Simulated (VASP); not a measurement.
Calculation: PBEsol GGA, VASP's PBE PAW potentials (set 64) (plane waves; VASP).

A VASP calculation is set up with these files.

File KPOINTS:
```
Automatic mesh
0
Gamma
6 6 6
0 0 0
```

INCAR:
```
! general
SYSTEM  = Ba2ScO3F
PREC    = Accurate
ENCUT   = 400
LREAL   = .False.   ! projection in real space or not
LASPH   = .True.   ! aspherical one-centre terms

! electronic loop
EDIFF   = 1E-6
NELM    = 100
ALGO    = Normal   ! blocked Davidson
LMAXMIX = 4

! smearing
ISMEAR  = 0   ! Gaussian
SIGMA   = 0.01   ! width (eV)

! functional
GGA     = PS   ! PBEsol

! ions
ISIF    = 2   ! forces and stress, cell fixed

! output
LWAVE   = .False.
LCHARG  = .False.
```

POSCAR:
```
Ba2ScO3F
1
   -2.0810050000     2.0810050000     6.8057400000
    2.0810050000    -2.0810050000     6.8057400000
    2.0810050000     2.0810050000    -6.8057400000
Ba Sc O F
2 1 3 1
Direct
  0.6366000000   0.6366000000   0.0000000000
  0.3613500000   0.3613500000   0.0000000000
  0.9874000000   0.9874000000   0.0000000000
  0.0059800000   0.5059800000   0.5000000000
  0.5059800000   0.0059800000   0.5000000000
  0.8381700000   0.8381700000   0.0000000000
  0.1645300000   0.1645300000   0.0000000000
```

POTCAR, in this order: Ba_sv Sc_sv O F (PBE.64 set). Program: vasp_std.

Output

**OUTCAR**
```
 ion  position               nearest neighbor table
   1  0.637  0.637  0.000-   4 2.74   5 2.74   5 2.74   4 2.74   6 2.74   7 2.97   7 2.97   7 2.97
                             7 2.97   3 3.58   3 3.58   3 3.58   3 3.58   2 3.75   2 4.24   2 4.24
   2  0.361  0.361  0.000-   7 2.68   5 2.86   4 2.86   4 2.86   5 2.86   6 2.96   6 2.96   6 2.96
                             6 2.96   3 3.41   3 3.41   3 3.41   3 3.41   1 3.75   1 4.24   1 4.24
   3  0.987  0.987  0.000-   6 2.03   4 2.10   5 2.10   4 2.10   5 2.10   7 2.41   2 3.41   2 3.41
                             2 3.41   2 3.41   1 3.58   1 3.58   1 3.58   1 3.58
   4  0.006  0.506  0.500-   3 2.10   3 2.10   1 2.74   1 2.74   2 2.86   2 2.86
   5  0.506  0.006  0.500-   3 2.10   3 2.10   1 2.74   1 2.74   2 2.86   2 2.86
   6  0.838  0.838  0.000-   3 2.03   1 2.74   2 2.96   2 2.96   2 2.96   2 2.96
   7  0.165  0.165  0.000-   3 2.41   2 2.68   1 2.97   1 2.97   1 2.97   1 2.97
  LATTYP: Found a body centered tetragonal cell.
 ALAT       =     4.1620100000
 C/A-ratio  =     3.2704102105
 Subroutine PRICEL returns:
 Original cell was already a primitive cell.
 Subroutine GETGRP returns: Found  8 space group operations
The static configuration has the point symmetry C_4v.
The dynamic configuration has the point symmetry C_4v.
 Subroutine INISYM returns: Found  8 space group operations
 Subroutine IBZKPT returns following result:
 Found     30 irreducible k-points:

 Following reciprocal coordinates:
            Coordinates               Weight
  0.000000  0.000000  0.000000      1.000000
  0.166667  0.000000  0.000000      8.000000
  0.333333 -0.000000  0.000000      8.000000
  0.500000  0.000000 -0.000000      4.000000
  0.166667  0.166667  0.000000      8.000000
  0.333333  0.166667  0.000000     16.000000
  0.500000  0.166667  0.000000     16.000000
 -0.333333  0.166667  0.000000     16.000000
 -0.166667  0.166667  0.000000      4.000000
  0.333333  0.333333  0.000000      8.000000
  0.500000  0.333333  0.000000     16.000000
 -0.333333  0.333333  0.000000      4.000000
  0.500000  0.500000 -0.000000      2.000000
  0.166667  0.166667  0.166667      8.000000
  0.333333  0.166667  0.166667      8.000000
 -0.166667  0.166667  0.166667      4.000000
  0.333333  0.333333  0.166667      4.000000
 -0.333333  0.333333  0.166667      8.000000
 -0.166667  0.333333  0.166667      8.000000
  0.500000  0.500000  0.166667      4.000000
 -0.333333  0.500000  0.166667     16.000000
 -0.166667  0.500000  0.166667      8.000000
 -0.333333 -0.333333  0.166667      8.000000
 -0.166667 -0.333333  0.166667      8.000000
 -0.166667 -0.166667  0.166667      2.000000
 -0.333333  0.333333  0.333333      4.000000
  0.500000  0.500000  0.333333      4.000000
 -0.333333  0.500000  0.333333      8.000000
 -0.333333 -0.333333  0.333333      2.000000
  0.500000  0.500000  0.500000      1.000000
   k-points           NKPTS =     30   k-points in BZ     NKDIM =     30   number of bands    NBANDS=     33
   number of dos      NEDOS =    301   number of ions     NIONS =      7
   total plane-waves  NPLWV = 110592
   dimension x,y,z NGX =    48 NGY =   48 NGZ =   48
   dimension x,y,z NGXF=    96 NGYF=   96 NGZF=   96
   ions per type =               2   1   3   1
   PREC   = accura    normal or accurate (medium, high low for compatibility)
   ISTART =      0    job   : 0-new  1-cont  2-samecut
   ICHARG =      2    charge: 1-file 2-atom 10-const
   ISPIN  =      1    spin polarized calculation?
   LNONCOLLINEAR =      F non collinear calculations
   LSORBIT =      F    spin-orbit coupling
   INIWAV =      1    electr: 0-lowe 1-rand  2-diag
   ENCUT  =  400.0 eV  29.40 Ry    5.42 a.u.  12.09 12.09 12.09*2*pi/ulx,y,z
   NELM   =    100;   NELMIN=  2; NELMDL= -5     # of ELM steps
   EDIFF  = 0.1E-05   stopping-criterion for ELM
   LREAL  =      F    real-space projection
   NLSPLINE    = F    spline interpolate recip. space projectors
   LMAXMIX     =    4 max onsite mixed and CHGCAR
   VOSKOWN=      0    Vosko Wilk Nusair interpolation
...
```

File OSZICAR:
```
       N       E                     dE             d eps       ncg     rms          rms(c)
DAV:   1     0.627607707490E+03    0.62761E+03   -0.23109E+04  2004   0.137E+03
DAV:   2     0.155107309531E+02   -0.61210E+03   -0.60322E+03  2588   0.440E+02
DAV:   3    -0.577773021644E+02   -0.73288E+02   -0.72823E+02  2991   0.154E+02
DAV:   4    -0.604361111901E+02   -0.26588E+01   -0.26511E+01  2888   0.299E+01
DAV:   5    -0.605452318835E+02   -0.10912E+00   -0.10907E+00  3103   0.512E+00    0.205E+01
DAV:   6    -0.519586826688E+02    0.85865E+01   -0.59609E+01  3080   0.529E+01    0.106E+01
DAV:   7    -0.516889967927E+02    0.26969E+00   -0.48263E+00  2958   0.128E+01    0.590E+00
DAV:   8    -0.515362709643E+02    0.15273E+00   -0.71369E-01  3048   0.714E+00    0.103E+00
DAV:   9    -0.515240996396E+02    0.12171E-01   -0.78985E-02  2830   0.192E+00    0.441E-01
DAV:  10    -0.515258606094E+02   -0.17610E-02   -0.33340E-02  3096   0.137E+00    0.212E-01
DAV:  11    -0.515270189231E+02   -0.11583E-02   -0.70535E-03  2718   0.560E-01    0.866E-02
DAV:  12    -0.515271685011E+02   -0.14958E-03   -0.24460E-03  3000   0.332E-01    0.616E-02
DAV:  13    -0.515272136508E+02   -0.45150E-04   -0.47215E-04  2565   0.135E-01    0.105E-02
DAV:  14    -0.515272291917E+02   -0.15541E-04   -0.10140E-04  2848   0.592E-02    0.127E-02
DAV:  15    -0.515272278930E+02    0.12987E-05   -0.12436E-05  2728   0.263E-02    0.481E-03
DAV:  16    -0.515272278015E+02    0.91524E-07   -0.57040E-06  2477   0.137E-02
   1 F= -.51527228E+02 E0= -.51527228E+02  d E =-.622013E-32
```

OUTCAR:
```
------------------------ aborting loop because EDIFF is reached ----------------------------------------
  FORCE on cell =-STRESS in cart. coord.  units (eV):
  Direction    XX          YY          ZZ          XY          YZ          ZX
  --------------------------------------------------------------------------------------
  Total       -4.6179765     -4.6179765     -4.8375545      0.0000000      0.0000000      0.0000000
  in kB      -62.7596782    -62.7596782    -65.7438092      0.0000000      0.0000000      0.0000000
  external PRESSURE =     -63.7543885 kB  Pullay stress =       0.0000000 kB
  volume of cell :      117.89
      direct lattice vectors                 reciprocal lattice vectors
    -2.081005000  2.081005000  6.805740000     0.000000000  0.240268524  0.073467397
     2.081005000 -2.081005000  6.805740000     0.240268524  0.000000000  0.073467397
     2.081005000  2.081005000 -6.805740000     0.240268524  0.240268524  0.000000000
 POSITION                                       TOTAL-FORCE (eV/Angst)
 -----------------------------------------------------------------------------------
      0.00000      0.00000      8.66507        -0.000000     -0.000000     -0.161194
      0.00000      0.00000      4.91851        -0.000000     -0.000000      0.099648
      0.00000      0.00000     13.43998         0.000000      0.000000     -0.147810
      2.08101      0.00000      0.08140        -0.000000      0.000000      0.032380
      0.00000      2.08101      0.08140         0.000000     -0.000000      0.032380
      0.00000      0.00000     11.40873         0.000000      0.000000      0.085474
      0.00000      0.00000      2.23950         0.000000      0.000000      0.059122
 -----------------------------------------------------------------------------------
    total drift:                               -0.000001     -0.000001      0.000207
  FREE ENERGIE OF THE ION-ELECTRON SYSTEM (eV)
  ---------------------------------------------------
  free  energy   TOTEN  =       -51.5272278015 eV

  energy  without entropy=      -51.5272278015  energy(sigma->0) =      -51.52722780
```
(Selected blocks of OUTCAR.)

At this cut-off the stress carries a Pulay error, which pulls relaxed volumes low.

The structure comes from a computed database's Ba2ScO3F entry; how it stands against other phases isn't given here. The cell was not relaxed at this level.
